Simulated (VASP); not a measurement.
MoS2:

```
Mo S
1.0
     3.16100    0.00000    0.00000
    -1.58050    2.73751    0.00000
     0.00000    0.00000   15.98350
Mo S
2 4
Cartesian
  0.0000 1.8250 3.9959
  1.5805 0.9125 11.9876
  1.5805 0.9125 5.5609
  1.5805 0.9125 2.4309
  0.0000 1.8250 13.5526
  0.0000 1.8250 10.4226
```

The cell was built by a generator and needn't be a form met in nature.

Base run:

| Quantity | Value |
| --- | --- |
| Program | VASP 6.6.1 |
| Functional | rev-vdW-DF2 |
| Potentials or basis | VASP PAW PBE potentials, release 64 (Mo_sv, S) |
| Cutoff | 520 eV |
| k mesh | 8 × 8 × 2 |
| Occupations | fermi-dirac, width 0.05 eV |
| Spin | no spin polarisation |

Its results: band gap on the k mesh 1.86 eV, indirect (least direct gap 2.05 eV); pressure 0.3 GPa; largest force 0.137 eV/Å.

After a change of settings the same cell gave: band gap on the k mesh 1.87 eV, indirect (least direct gap 2.05 eV); pressure 1.4 GPa; largest force 0.098 eV/Å. Which change was it?
A. functional from rev-vdW-DF2 to PBE
B. functional from rev-vdW-DF2 to PBE; dispersion from none to TS
C. functional from rev-vdW-DF2 to PBE; dispersion from none to D3(BJ)
D. functional from rev-vdW-DF2 to vdW-DF

A.

Caveats: the PAW data sets were made with another functional, which shifts forces and pressure a little (some runs); this functional lacks dispersion, which binds the layers, so the pressure and a relaxed spacing across them are unreliable (some runs).
